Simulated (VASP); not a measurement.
A run of VASP 6.6.1:

File INCAR:

```
PREC = Accurate ; ENCUT = 520
EDIFF = 1E-7 ; ISMEAR = 0
SIGMA = 0.01 ; LREAL = False
LASPH = True ; NELM = 100
ALGO = Normal ; ISIF = 2
LWAVE = False ; LCHARG = False
GGA = PE ; NBANDS = 32
```

The input KPOINTS:

```
Automatic mesh
0
Gamma
  8 8 8
```

File POSCAR:

```
NaCu3H4
1.0
    4.2226422752      0.0000000000      0.0000000000
    0.0000000000      4.2226422752      0.0000000000
    0.0000000000      0.0000000000      4.2226422752
Na Cu H
1 3 4
Direct
    0.0000000000      0.0000000000      0.0000000000
    0.0000000000      0.5000000000      0.5000000000
    0.5000000000      0.5000000000      0.0000000000
    0.5000000000      0.0000000000      0.5000000000
    0.7077061615      0.7077061615      0.2922938385
    0.7077061615      0.2922938385      0.7077061615
    0.2922938385      0.7077061615      0.7077061615
    0.2922938385      0.2922938385      0.2922938385
```

Potentials or basis: VASP PAW PBE potentials, release 64 (Na_pv, Cu, H).

The run is started by

```console
$ cat potpaw_PBE.64/Na_pv/POTCAR potpaw_PBE.64/Cu/POTCAR potpaw_PBE.64/H/POTCAR > POTCAR
$ mpirun -np 1 vasp_std > vasp.out
```

Hardware: 1 thread of Intel(R) Xeon(R) 6975P-C (Granite Rapids) (shared host).

Task: Estimate the wall time of this run.

Result: Run time: 36 s on 1 thread of Intel(R) Xeon(R) 6975P-C (Granite Rapids), on a shared host, peak memory 0.22 GiB. Counts: scf iterations 15, k points 35.
